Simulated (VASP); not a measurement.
```xyz
2
Lattice="-3.1961 3.1872 3.1872 1.5980 -1.6202 1.6202 1.5980 1.6202 -1.6202" Properties=species:S:1:pos:R:3 pbc="T T T"
W      0.0000     0.0000     0.0000
Ta    -1.5980     1.5936     1.5936
```

Calculation: PBEsol GGA, VASP's PBE PAW potentials (set 64) (plane waves; VASP 6.6.1). Run with 400 eV cut-off, 7×14×14 Γ-centred mesh, first-order Methfessel-Paxton smearing of 0.10 eV, potentials W_sv Ta_pv.

Unless said otherwise, spin-orbit coupling is left out, though it shifts the bands of the heavy elements here.

### Question
Estimate the energy per atom (σ→0), band gap (on the k-mesh) with the smallest direct gap where there is one.

### Answer

```yaml
band gap (on the k-mesh): none (metal, semimetal or under 0.01 eV)
energy per atom (σ→0): -13.241 eV/atom
```

The absolute energy has meaning only against runs of the same code, potentials and settings.

The structure was generated: TaW was put into an ordered model structure (Cmmm), which need not be its known phase. It was relaxed first. The start is the result of an earlier pass. The electron count is odd and the run is not spin-polarised, which forces a metal.
